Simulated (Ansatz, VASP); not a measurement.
## Cross-check of Ge (Germanium) between VASP and Ansatz

Wanted: the spread between two codes on one cell, functional and k mesh. The cell is taken from a series of runs on this material, whose earlier steps may have relaxed, scaled, displaced or heated it; both programs get it as it stands.

Method: plane waves, with VASP 6.6.1 beside it; single point at HSE06, spin-orbit coupling, in Ansatz 0.2.0.

### 1. Starting point

Symmetry: Fd-3m, No. 227, cubic system. The conventional cell has a = 5.658 Å, b = 5.658 Å, c = 5.658 Å, α = 90.00°, β = 90.00°, γ = 90.00°. Ge has 4 Ge at 2.45 Å nearest.

### 2. VASP: single point, HSE06, spin-orbit coupling

A single point gives forces, pressure and levels at one fixed geometry, so differences don't come from the geometry; what else differs is listed under the comparison.

Lines of VASP's logs that name or quote its potential files are left out, and so is its time.

The run reads the wave functions of an earlier VASP run, which isn't shown here.

Input file INCAR:

```
SYSTEM = Ge
PREC = Accurate
ENCUT = 410
EDIFF = 1E-06
NELM = 100
ISMEAR = -1
SIGMA = 0.02
LREAL = .FALSE.
ALGO = Normal
LHFCALC = .TRUE.
AEXX = 0.25
GGA = PE
HFSCREEN = 0.208
LASPH = .TRUE.
LNONCOLLINEAR = .TRUE.
MAGMOM = 0 0 0 0 0 0
NBANDS = 40
GGA_COMPAT = .FALSE.
LSORBIT = .TRUE.
PRECFOCK = Fast
LORBIT = 11
LWAVE = .FALSE.
LCHARG = .FALSE.
KPAR = 8
ISIF = 2
```

Input file POSCAR:

```
Ge
1.0
    0.0000000000      2.8289100000      2.8289100000
    2.8289100000      0.0000000000      2.8289100000
    2.8289100000      2.8289100000      0.0000000000
Ge
2
Direct
    0.0000000000      0.0000000000      0.0000000000
    0.2500000000      0.2500000000      0.2500000000
```

Input file KPOINTS:

```
Automatic mesh
0
Gamma
4 4 4
0 0 0
```

PAW data sets: Ge_d (PBE family, release 64).

The run is started by

```sh
$ mpirun -np 8 vasp_ncl
```

Numbers of over 12 decimals in the logs are rounded to 6 here.

Log:

```text
[banner, memory and clock lines left out]
running    8 mpi-ranks, on    1 nodes
 distrk:  each k-point on    1 cores,    8 groups
 distr:  one band on    1 cores,    1 groups

 POSCAR found type information on POSCAR Ge
 POSCAR found :  1 types and       2 ions
|                                                                             |
|           W    W    AA    RRRRR   N    N  II  N    N   GGGG   !!!           |
|           W    W   A  A   R    R  NN   N  II  NN   N  G    G  !!!           |
|           W    W  A    A  R    R  N N  N  II  N N  N  G       !!!           |
|           W WW W  AAAAAA  RRRRR   N  N N  II  N  N N  G  GGG   !            |
|           WW  WW  A    A  R   R   N   NN  II  N   NN  G    G                |
|           W    W  A    A  R    R  N    N  II  N    N   GGGG   !!!           |
|                                                                             |
|     For optimal performance we recommend to set                             |
|       NCORE = 2 up to number-of-cores-per-socket                            |
|     NCORE specifies how many cores store one orbital (NPAR=cpu/NCORE).      |
|     This setting can greatly improve the performance of VASP for DFT.       |
|     The default, NCORE=1 might be grossly inefficient on modern             |
|     multi-core architectures or massively parallel machines. Do your        |
|     Unfortunately you need to use the default for GW and RPA                |
|     calculations (for HF NCORE is supported but not extensively tested      |
|     yet).                                                                   |
|                                                                             |

 LDA part: xc-table for (Slater+PW92), standard interpolation
 found WAVECAR, reading the header
 POSCAR, INCAR and KPOINTS ok, starting setup
 FFT: planning ... GRIDC
 FFT: planning ... GRID_SOFT
 FFT: planning ... GRID
 reading WAVECAR
 the WAVECAR file was read successfully
 initial charge from wavefunction
 entering main loop
       N       E                     dE             d eps       ncg     rms          rms(c)
DAV:   1    -0.104684389943E+02   -0.10468E+02   -0.94082E-01   832   0.180E+01    0.941E-01
DAV:   2    -0.104705767095E+02   -0.21377E-02   -0.53775E-02   752   0.315E+00    0.688E-01
DAV:   3    -0.104686032248E+02    0.19735E-02   -0.72631E-03   832   0.148E+00    0.469E-01
DAV:   4    -0.104682881217E+02    0.31510E-03   -0.86681E-04   752   0.468E-01    0.288E-01
DAV:   5    -0.104681793913E+02    0.10873E-03   -0.66219E-05   784   0.123E-01    0.175E-01
DAV:   6    -0.104681352593E+02    0.44132E-04   -0.95379E-06   728   0.424E-02    0.104E-01
DAV:   7    -0.104681171513E+02    0.18108E-04   -0.27246E-06   608   0.186E-02    0.619E-02
DAV:   8    -0.104681090330E+02    0.81184E-05   -0.11984E-06   600   0.104E-02    0.364E-02
DAV:   9    -0.104681052241E+02    0.38089E-05   -0.43808E-07   456   0.577E-03    0.214E-02
DAV:  10    -0.104681037337E+02    0.14904E-05   -0.19376E-07   416   0.457E-03    0.125E-02
DAV:  11    -0.104681029588E+02    0.77483E-06   -0.80806E-08   392   0.306E-03
   1 F= -.10468103E+02 E0= -.10468103E+02  d E =-.250482E-09  mag=     0.0000     0.0000     0.0000
```

Parts of OUTCAR (step 2):

```text
ion  position               nearest neighbor table
   1  0.000  0.000  0.000-   2 2.45   2 2.45   2 2.45   2 2.45
   2  0.250  0.250  0.250-   1 2.45   1 2.45   1 2.45   1 2.45

  LATTYP: Found a face centered cubic cell.
 ALAT       =     5.6578200000

 Subroutine GETGRP returns: Found 48 space group operations
 (whereof 24 operations were pure point group operations)

The static configuration has the point symmetry T_d .
 The point group associated with its full space group is O_h .

 Found      8 irreducible k-points:

   k-points           NKPTS =      8   k-points in BZ     NKDIM =     64   number of bands    NBANDS=     40

   dimension x,y,z NGX =    28 NGY =   28 NGZ =   28
   dimension x,y,z NGXF=    56 NGYF=   56 NGZF=   56

   ENCUT  =  410.0 eV  30.13 Ry    5.49 a.u.   6.61  6.61  6.61*2*pi/ulx,y,z

   NELECT =      28.0000    total number of electrons

 k-points in reciprocal lattice and weights: Automatic mesh
   0.00000000  0.00000000  0.00000000       0.016
   0.25000000  0.00000000  0.00000000       0.125
   0.50000000  0.00000000  0.00000000       0.062
   0.25000000  0.25000000  0.00000000       0.094
   0.50000000  0.25000000  0.00000000       0.375
  -0.25000000  0.25000000  0.00000000       0.188
   0.50000000  0.50000000  0.00000000       0.047
  -0.25000000  0.50000000  0.25000000       0.094

  exchange ACFDT corr.  =         0.00000000  see jH, gK, PRB 81, 115126

 average (electrostatic) potential at core
       1 -67.2590       2 -67.2590

 E-fermi :   5.1624

 k-point     1 :       0.0000    0.0000    0.0000
  band No.  band energies     occupation
    ...
     24       4.4708      1.00000
     25       4.7794      1.00000
     26       4.7794      1.00000
     27       4.7794      1.00000
     28       4.7794      1.00000
     29       5.6440      0.00000
     30       5.6440      0.00000
     31       7.7805      0.00000
     32       7.7805      0.00000
     33       7.9976      0.00000
    ...

 k-point     2 :       0.2500    0.0000    0.0000
  band No.  band energies     occupation
    ...
     24      -0.3212      1.00000
     25       3.6416      1.00000
     26       3.6416      1.00000
     27       3.8396      1.00000
     28       3.8396      1.00000
     29       6.0853      0.00000
     30       6.0853      0.00000
     31       9.0015      0.00000
     32       9.0015      0.00000
     33       9.1366      0.00000
    ...

 k-point     3 :       0.5000    0.0000    0.0000
  band No.  band energies     occupation
    ...
     24      -3.5840      1.00000
     25       3.0603      1.00000
     26       3.0603      1.00000
     27       3.2574      1.00000
     28       3.2574      1.00000
     29       5.5588      0.00000
     30       5.5588      0.00000
     31       9.1146      0.00000
     32       9.1146      0.00000
     33       9.2049      0.00000
    ...

  Total        0.2288054      0.2288054      0.2288054      0.0000000      0.0000000      0.0000000
  in kB        8.0963549      8.0963549      8.0963549      0.0000000      0.0000000      0.0000000
  external PRESSURE =       8.0963549 kB  Pullay stress =       0.0000000 kB

  energy-cutoff  :      410.00
  volume of cell :       45.28
      direct lattice vectors                 reciprocal lattice vectors
     0.000000000  2.828910000  2.828910000    -0.176746521  0.176746521  0.176746521
     2.828910000  0.000000000  2.828910000     0.176746521 -0.176746521  0.176746521
     2.828910000  2.828910000  0.000000000     0.176746521  0.176746521 -0.176746521

 POSITION                                       TOTAL-FORCE (eV/Angst)
 -----------------------------------------------------------------------------------
      0.00000      0.00000      0.00000         0.000000      0.000000      0.000000
      1.41446      1.41446      1.41446        -0.000000     -0.000000     -0.000000
 -----------------------------------------------------------------------------------
    total drift:                               -0.000000     -0.000001      0.000002

  FREE ENERGIE OF THE ION-ELECTRON SYSTEM (eV)
  ---------------------------------------------------
  free  energy   TOTEN  =       -10.4681029588 eV

  energy  without entropy=      -10.4681029586  energy(sigma->0) =      -10.46810296

 Spin-Orbit-Coupling matrix elements
 Ion:    1  E_soc:     -0.0164586
 Ion:    2  E_soc:     -0.0164586

 total charge
# of ion       s       p       d       tot
------------------------------------------
    1        1.093   1.320  10.028  12.441
    2        1.093   1.320  10.028  12.441
--------------------------------------------------
tot          2.186   2.640  20.055  24.881

 magnetization (x)
# of ion       s       p       d       tot
------------------------------------------
    1       -0.000  -0.000   0.000  -0.000
    2        0.000   0.000  -0.000   0.000
--------------------------------------------------
tot         -0.000   0.000  -0.000   0.000

 magnetization (y)
# of ion       s       p       d       tot
------------------------------------------
    1       -0.000  -0.000  -0.000  -0.000
    2        0.000  -0.000   0.000  -0.000
--------------------------------------------------
tot          0.000  -0.000   0.000  -0.000

 magnetization (z)
# of ion       s       p       d       tot
------------------------------------------
    1       -0.000   0.000  -0.000  -0.000
    2       -0.000   0.000  -0.000   0.000
--------------------------------------------------
tot         -0.000   0.000  -0.000   0.000

[... 3 further parts left out ...]
```

The k-mesh is coarse for exact exchange; levels may shift by about 0.1 eV on a finer one.

(Part 1 of 2 ends here.)

[Lines on the potential files, build, host, timing and source positions are cut from VASP's logs without a mark.]

[Logs are printed without paths, hosts, clocks, repeated set-up lines and the standing remarks that a program may print on its own settings, such as how far it seeks lower states.]

[Hosts, paths, dates, database ids (printed as entryN), source tags and the programs' standing remarks are cut or masked in the printed files.]
